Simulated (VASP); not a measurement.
Output of a VASP run:

OUTCAR:
```
 ion  position               nearest neighbor table
   1  0.000  0.000  0.000-   2 3.03   3 3.03   3 3.03   3 3.03   3 3.03   2 3.03   2 3.03   2 3.03
  LATTYP: Found a face centered cubic cell.
 ALAT       =     7.0069361216
 Subroutine PRICEL returns:
 Original cell was already a primitive cell.
 Subroutine GETGRP returns: Found 48 space group operations
The static configuration has the point symmetry O_h .
The dynamic configuration has the point symmetry O_h .
 Subroutine INISYM returns: Found 48 space group operations
 Subroutine IBZKPT returns following result:
 Found     10 irreducible k-points:

 Following reciprocal coordinates:
            Coordinates               Weight
  0.000000  0.000000  0.000000      1.000000
  0.200000  0.000000  0.000000      8.000000
  0.400000  0.000000  0.000000      8.000000
  0.200000  0.200000  0.000000      6.000000
  0.400000  0.200000  0.000000     24.000000
 -0.400000  0.200000  0.000000     24.000000
 -0.200000  0.200000  0.000000     12.000000
  0.400000  0.400000  0.000000      6.000000
 -0.400000  0.400000  0.000000     12.000000
 -0.400000  0.400000  0.200000     24.000000
   k-points           NKPTS =     10   k-points in BZ     NKDIM =     10   number of bands    NBANDS=     16
   number of dos      NEDOS =    301   number of ions     NIONS =      3
   total plane-waves  NPLWV =  64000
   dimension x,y,z NGX =    40 NGY =   40 NGZ =   40
   dimension x,y,z NGXF=    80 NGYF=   80 NGZF=   80
   ions per type =               1   2
   PREC   = accura    normal or accurate (medium, high low for compatibility)
   ISTART =      0    job   : 0-new  1-cont  2-samecut
   ICHARG =      2    charge: 1-file 2-atom 10-const
   ISPIN  =      1    spin polarized calculation?
   LNONCOLLINEAR =      F non collinear calculations
   LSORBIT =      F    spin-orbit coupling
   INIWAV =      1    electr: 0-lowe 1-rand  2-diag
   ENCUT  =  520.0 eV  38.22 Ry    6.18 a.u.   9.21  9.21  9.21*2*pi/ulx,y,z
   NELM   =    100;   NELMIN=  2; NELMDL= -5     # of ELM steps
   EDIFF  = 0.1E-05   stopping-criterion for ELM
   LREAL  =      F    real-space projection
   NLSPLINE    = F    spline interpolate recip. space projectors
   LMAXMIX     =    4 max onsite mixed and CHGCAR
   VOSKOWN=      0    Vosko Wilk Nusair interpolation
   EDIFFG = -.2E-01   stopping-criterion for IOM
   NSW    =     60    number of steps for IOM
   NBLOCK =      1;   KBLOCK =     60    inner block; outer block
   IBRION =      2    ionic relax: 0-MD 1-quasi-New 2-CG
   NFREE  =      1    steps in history (QN), initial steepest desc. (CG)
   ISIF   =      3    stress and relaxation
   ISYM   =      2    0-nonsym 1-usesym 2-fastsym
   TEIN   =    0.0    initial temperature
   TEBEG  =    0.0;   TEEND  =   0.0 temperature during run
   SMASS  =  -3.00    Nose mass-parameter (am)
   PSTRESS=    0.0 pullay stress
   NELECT =      24.0000    total number of electrons
   EFERMI =   0.00;   METHOD = LEGACY
   ISMEAR =     0;   SIGMA  =   0.05  broadening in eV -4-tet -1-fermi 0-gaus
   IALGO  =     38    algorithm
   LDIAG  =      T    sub-space diagonalisation (order eigenvalues)
   IMIX   =      4    mixing-type and parameters
     AMIX     =   0.40;   BMIX     =  1.00
     AMIX_MAG =   1.60;   BMIX_MAG =  1.00
     AMIN     =   0.10
   METAGGA = RTPSS    functional components
   VOSKOWN =     0    Vosko Wilk Nusair interpolation
   LHFCALC =     F    Hartree Fock is set to
   LHFONE  =     F    Hartree Fock one center treatment
   AEXX    =    0.0000 exact exchange contribution
   IVDW    =     0    specifies the selected vdW correction
   LEPSILON=     F    determine dielectric tensor
   LRPA    =     F    only Hartree local field effects (RPA)
  energy-cutoff  :      520.00
  volume of cell :       86.01
      direct lattice vectors                 reciprocal lattice vectors
     0.000000000  3.503468061  3.503468061    -0.142715729  0.142715729  0.142715729
     3.503468061  0.000000000  3.503468061     0.142715729 -0.142715729  0.142715729
     3.503468061  3.503468061  0.000000000     0.142715729  0.142715729 -0.142715729
 k-point     1 :   0.0000 0.0000 0.0000  plane waves:    2277
...
```

File OSZICAR:
```
       N       E                     dE             d eps       ncg     rms          rms(c)
DAV:   1     0.176361278617E+03    0.17636E+03   -0.11620E+04   320   0.138E+03
DAV:   2     0.185706742867E+02   -0.15779E+03   -0.15527E+03   416   0.268E+02
DAV:   3     0.939203813018E+01   -0.91786E+01   -0.91736E+01   416   0.712E+01
DAV:   4     0.926548143352E+01   -0.12656E+00   -0.12655E+00   520   0.858E+00
DAV:   5     0.926474683374E+01   -0.73460E-03   -0.73459E-03   440   0.457E-01    0.946E+01
DAV:   6    -0.517521365273E+01   -0.14440E+02   -0.45010E+01   352   0.690E+01    0.229E+01
DAV:   7    -0.527613276292E+01   -0.10092E+00   -0.17653E+00   480   0.135E+01    0.185E+01
DAV:   8    -0.510951728747E+01    0.16662E+00   -0.41892E-01   392   0.569E+00    0.101E+01
DAV:   9    -0.529517210896E+01   -0.18565E+00   -0.28714E-01   336   0.564E+00    0.445E+00
DAV:  10    -0.535429760914E+01   -0.59126E-01   -0.42015E-02   440   0.154E+00    0.445E-01
DAV:  11    -0.535885454316E+01   -0.45569E-02   -0.17487E-02   488   0.113E+00    0.990E-01
DAV:  12    -0.536328155253E+01   -0.44270E-02   -0.80513E-03   344   0.828E-01    0.288E-01
DAV:  13    -0.536541642410E+01   -0.21349E-02   -0.12132E-03   448   0.370E-01    0.108E-01
DAV:  14    -0.536585930257E+01   -0.44288E-03   -0.22331E-03   352   0.357E-01    0.118E-01
DAV:  15    -0.536624472652E+01   -0.38542E-03   -0.16747E-04   456   0.117E-01    0.276E-02
DAV:  16    -0.536623212727E+01    0.12599E-04   -0.12425E-05   376   0.304E-02    0.200E-02
DAV:  17    -0.536628060413E+01   -0.48477E-04   -0.32720E-05   440   0.530E-02    0.688E-03
DAV:  18    -0.536627885387E+01    0.17503E-05   -0.15092E-06   376   0.131E-02    0.481E-03
DAV:  19    -0.536628022241E+01   -0.13685E-05   -0.14607E-06   296   0.111E-02    0.203E-03
DAV:  20    -0.536628058687E+01   -0.36446E-06   -0.29166E-07   288   0.487E-03
   1 F= -.53662806E+01 E0= -.53662806E+01  d E =-.536628E+01
```

File OUTCAR:
```
------------------------ aborting loop because EDIFF is reached ----------------------------------------
  FORCE on cell =-STRESS in cart. coord.  units (eV):
  Direction    XX          YY          ZZ          XY          YZ          ZX
  --------------------------------------------------------------------------------------
  Total        0.0405463      0.0405463      0.0405463      0.0000000      0.0000000      0.0000000
  in kB        0.7553319      0.7553319      0.7553319      0.0000000      0.0000000      0.0000000
  external PRESSURE =       0.7553319 kB  Pullay stress =       0.0000000 kB
  volume of cell :       86.01
      direct lattice vectors                 reciprocal lattice vectors
     0.000000000  3.503468061  3.503468061    -0.142715729  0.142715729  0.142715729
     3.503468061  0.000000000  3.503468061     0.142715729 -0.142715729  0.142715729
     3.503468061  3.503468061  0.000000000     0.142715729  0.142715729 -0.142715729
 POSITION                                       TOTAL-FORCE (eV/Angst)
 -----------------------------------------------------------------------------------
      0.00000      0.00000      0.00000        -0.000000      0.000000     -0.000000
      1.75173      1.75173      1.75173         0.000000      0.000000      0.000000
      5.25520      5.25520      5.25520        -0.000000     -0.000000     -0.000000
 -----------------------------------------------------------------------------------
    total drift:                               -0.000000     -0.000000      0.000000
  FREE ENERGIE OF THE ION-ELECTRON SYSTEM (eV)
  ---------------------------------------------------
  free  energy   TOTEN  =        -5.3662805869 eV

  energy  without entropy=       -5.3662805869  energy(sigma->0) =       -5.36628059

 reached required accuracy - stopping structural energy minimisation
```
(Selected blocks of OUTCAR.)

POSCAR:
```
SrCl2
1
    0.0000000000     3.5034680608     3.5034680608
    3.5034680608    -0.0000000000     3.5034680608
    3.5034680608     3.5034680608     0.0000000000
Sr Cl
1 2
Direct
  0.0000000000   0.0000000000   1.0000000000
  0.2500000000   0.2500000000   0.2500000000
  0.7500000000   0.7500000000   0.7500000000
```

Write an INCAR and KPOINTS that could have produced this output.

Several could match; the one computed here: the input of the run itself, revTPSS meta-GGA, plane waves, VASP's PBE PAW potentials (set 64).

File KPOINTS:
```
K-points
0
Gamma
  5 5 5
0 0 0
```

### INCAR
```
ALGO = Normal
EDIFF = 1E-6
EDIFFG = -0.02
ENCUT = 520
IBRION = 2
ISIF = 3
ISMEAR = 0
LASPH = .TRUE.
LCHARG = .FALSE.
LMAXMIX = 4
LMIXTAU = .TRUE.
LREAL = .FALSE.
LWAVE = .FALSE.
METAGGA = RTPSS
NELM = 100
NSW = 60
PREC = Accurate
SIGMA = 0.05
SYSTEM = SrCl2
```

POTCAR, in this order: Sr_sv Cl (PBE.64 set). Program: vasp_std.

The compound is SrCl2 in the fluorite structure. It was relaxed first. The start is the result of an earlier pass.
